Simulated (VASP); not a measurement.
Method: r2SCAN meta-GGA, VASP's PBE PAW potentials (set 64) (plane waves; VASP 6.6.1).

A VASP calculation is set up with these files.

File POSCAR:
```
MnF2
1
    4.8616111076     0.0000000000     0.0000000000
    0.0000000000     4.8616111076     0.0000000000
    0.0000000000     0.0000000000     3.3003114405
Mn F
2 4
Direct
  0.0000000000   0.0000000000   0.0000000000
  0.5000000000   0.5000000000   0.5000000000
  0.3041098367   0.3041098367   0.0000000000
  0.8041098367   0.1958901633   0.5000000000
  0.1958901633   0.8041098367   0.5000000000
  0.6958901633   0.6958901633   0.0000000000
```

KPOINTS_OPT:
```
k-points along high-symmetry lines
5
Line-mode
Reciprocal
  0.000000   0.000000   0.000000 ! GAMMA
  0.500000   0.500000   0.000000 ! Y

  0.500000   0.500000   0.000000 ! Y
  0.500000   0.500000   0.000000 ! C_0

  0.500000  -0.500000   0.000000 ! SIGMA_0
  0.000000   0.000000   0.000000 ! GAMMA

  0.000000   0.000000   0.000000 ! GAMMA
  0.000000   0.000000   0.500000 ! Z

  0.000000   0.000000   0.500000 ! Z
  0.500000  -0.500000   0.500000 ! A_0

  0.500000   0.500000   0.500000 ! E_0
  0.500000   0.500000   0.500000 ! T

  0.500000   0.500000   0.500000 ! T
  0.500000   0.500000   0.000000 ! Y

  0.000000   0.000000   0.000000 ! GAMMA
  0.500000  -0.000000   0.000000 ! S

  0.500000  -0.000000   0.000000 ! S
  0.500000  -0.000000   0.500000 ! R

  0.500000  -0.000000   0.500000 ! R
  0.000000   0.000000   0.500000 ! Z

  0.000000   0.000000   0.500000 ! Z
  0.500000   0.500000   0.500000 ! T
```

### KPOINTS
```
Regular mesh
0
G
 5 5 8
```

**INCAR**
```
ALGO = Normal
EDIFF = 1E-7
ENCUT = 520
ISIF = 2
ISMEAR = -5
ISPIN = 2
LASPH = .TRUE.
LCHARG = .FALSE.
LEFG = .TRUE.
LMAXMIX = 4
LMIXTAU = .TRUE.
LORBIT = 11
LREAL = .FALSE.
LWAVE = .FALSE.
MAGMOM = 4.6 -4.6 -0.0 0.0 0.0 -0.0
METAGGA = R2SCAN
NEDOS = 601
NELM = 100
PREC = Accurate
SYSTEM = MnF2
```

POTCAR, in this order: Mn_pv F (PBE.64 set). Program: vasp_std.

The resulting files:

OUTCAR:
```
 ion  position               nearest neighbor table
   1  0.000  0.000  0.000-   3 2.09   6 2.09   5 2.13   4 2.13   4 2.13   5 2.13
   2  0.500  0.500  0.500-   4 2.09   5 2.09   3 2.13   6 2.13   3 2.13   6 2.13
   3  0.304  0.304  0.000-   1 2.09   2 2.13   2 2.13
   4  0.804  0.196  0.500-   2 2.09   1 2.13   1 2.13
   5  0.196  0.804  0.500-   2 2.09   1 2.13   1 2.13
   6  0.696  0.696  0.000-   1 2.09   2 2.13   2 2.13
  LATTYP: Found a simple tetragonal cell.
 ALAT       =     4.8616111076
 C/A-ratio  =     0.6788513864
 Subroutine PRICEL returns:
 Original cell was already a primitive cell.
 Subroutine GETGRP returns: Found 16 space group operations
The static configuration has the point symmetry D_2h.
 The point group associated with its full space group is D_4h.
The dynamic configuration has the point symmetry D_2h.
The overall configuration has the point symmetry D_2h.
 Subroutine INISYM returns: Found 16 space group operations
 Subroutine IBZKPT returns following result:
 Found     30 irreducible k-points:

 Following reciprocal coordinates:
            Coordinates               Weight
  0.000000  0.000000  0.000000      1.000000
  0.200000  0.000000  0.000000      4.000000
...
```

**OSZICAR**
```
       N       E                     dE             d eps       ncg     rms          rms(c)
DAV:   1     0.706996475713E+03    0.70700E+03   -0.32014E+04  3928   0.194E+03
DAV:   2    -0.702502296981E-01   -0.70707E+03   -0.68737E+03  4312   0.565E+02
DAV:   3    -0.743879265644E+02   -0.74318E+02   -0.73753E+02  4408   0.192E+02
DAV:   4    -0.763011889093E+02   -0.19133E+01   -0.19091E+01  4520   0.319E+01
DAV:   5    -0.763341047321E+02   -0.32916E-01   -0.32896E-01  4248   0.466E+00    0.193E+01
DAV:   6    -0.632545236960E+02    0.13080E+02   -0.21532E+01  4872   0.405E+01    0.180E+01
DAV:   7    -0.582209238381E+02    0.50336E+01   -0.30155E+00  4336   0.148E+01    0.122E+01
DAV:   8    -0.628603937026E+02   -0.46395E+01   -0.25641E+00  4336   0.132E+01    0.506E+00
DAV:   9    -0.589356049391E+02    0.39248E+01   -0.15004E+00  4328   0.802E+00    0.277E+00
DAV:  10    -0.594101459496E+02   -0.47454E+00   -0.50317E-01  3896   0.549E+00    0.408E-01
DAV:  11    -0.594327179946E+02   -0.22572E-01   -0.22033E-02  4464   0.128E+00    0.128E-01
DAV:  12    -0.594230655223E+02    0.96525E-02   -0.48623E-03  3992   0.641E-01    0.827E-02
DAV:  13    -0.594343865273E+02   -0.11321E-01   -0.63379E-03  3888   0.676E-01    0.502E-02
DAV:  14    -0.594346182616E+02   -0.23173E-03   -0.19966E-04  4576   0.149E-01    0.137E-02
DAV:  15    -0.594348369566E+02   -0.21870E-03   -0.11609E-04  3928   0.862E-02    0.833E-03
DAV:  16    -0.594348381124E+02   -0.11558E-05   -0.77277E-06  4232   0.252E-02    0.360E-03
DAV:  17    -0.594348390755E+02   -0.96305E-06   -0.10760E-06  4408   0.942E-03    0.223E-03
DAV:  18    -0.594348389209E+02    0.15456E-06   -0.33123E-07  3904   0.543E-03    0.318E-04
DAV:  19    -0.594348393579E+02   -0.43705E-06   -0.80761E-08  2600   0.258E-03    0.384E-04
DAV:  20    -0.594348393915E+02   -0.33586E-07   -0.67895E-09  2304   0.982E-04
   1 F= -.59434839E+02 E0= -.59434839E+02  d E =0.000000E+00  mag=     0.0000
       N       E                     dE             ncg
       N       E                     dE             ncg
```

File OUTCAR:
```
------------------------ aborting loop because EDIFF is reached ----------------------------------------
  FORCE on cell =-STRESS in cart. coord.  units (eV):
  Direction    XX          YY          ZZ          XY          YZ          ZX
  --------------------------------------------------------------------------------------
  Total        0.0714690      0.0714690      0.0607705      0.0000000      0.0000000      0.0000000
  in kB        1.4679555      1.4679555      1.2482105      0.0000000      0.0000000      0.0000000
  external PRESSURE =       1.3947072 kB  Pullay stress =       0.0000000 kB
  volume of cell :       78.00
      direct lattice vectors                 reciprocal lattice vectors
     4.861611108  0.000000000  0.000000000     0.205693129  0.000000000  0.000000000
     0.000000000  4.861611108  0.000000000     0.000000000  0.205693129  0.000000000
     0.000000000  0.000000000  3.300311440     0.000000000  0.000000000  0.303001707
 POSITION                                       TOTAL-FORCE (eV/Angst)
 -----------------------------------------------------------------------------------
      0.00000      0.00000      0.00000         0.000000      0.000000     -0.000000
      2.43081      2.43081      1.65016         0.000000      0.000000     -0.000000
      1.47846      1.47846      0.00000        -0.005686     -0.005686      0.000000
      3.90927      0.95234      1.65016        -0.005686      0.005686     -0.000000
      0.95234      3.90927      1.65016         0.005686     -0.005686     -0.000000
      3.38315      3.38315      0.00000         0.005686      0.005686     -0.000000
 -----------------------------------------------------------------------------------
    total drift:                                0.000000      0.000000     -0.000000
  FREE ENERGIE OF THE ION-ELECTRON SYSTEM (eV)
  ---------------------------------------------------
  free  energy   TOTEN  =       -59.4348393915 eV

  energy  without entropy=      -59.4348393915  energy(sigma->0) =      -59.43483939

 total charge

# of ion       s       p       d       tot
------------------------------------------
    1        0.161   6.137   4.950  11.249
    2        0.161   6.137   4.950  11.249
    3        1.738   4.398   0.000   6.136
    4        1.738   4.398   0.000   6.136
    5        1.738   4.398   0.000   6.136
    6        1.738   4.398   0.000   6.136
--------------------------------------------------
tot          7.275  29.866   9.901  47.041

 magnetization (x)

# of ion       s       p       d       tot
------------------------------------------
    1        0.015   0.015   4.574   4.604
    2       -0.015  -0.015  -4.574  -4.604
    3       -0.003  -0.023   0.000  -0.025
    4        0.003   0.023   0.000   0.025
    5        0.003   0.023   0.000   0.025
    6       -0.003  -0.023   0.000  -0.025
--------------------------------------------------
tot          0.000   0.000   0.000   0.000

 Electric field gradients after diagonalization (V/A^2)
 (convention: |V_zz| > |V_xx| > |V_yy|)
----------------------------------------------------------------------
 ion       V_xx      V_yy      V_zz     asymmetry (V_yy - V_xx)/ V_zz
----------------------------------------------------------------------
   1     -13.755   -12.659    26.414       0.041
   2     -13.755   -12.659    26.414       0.041
   3      38.975    17.603   -56.578       0.378
   4      38.975    17.603   -56.578       0.378
   5      38.975    17.603   -56.578       0.378
   6      38.975    17.603   -56.578       0.378
```
(Selected blocks of OUTCAR.)

The compound is MnF2 in the rutile structure. It was relaxed first.
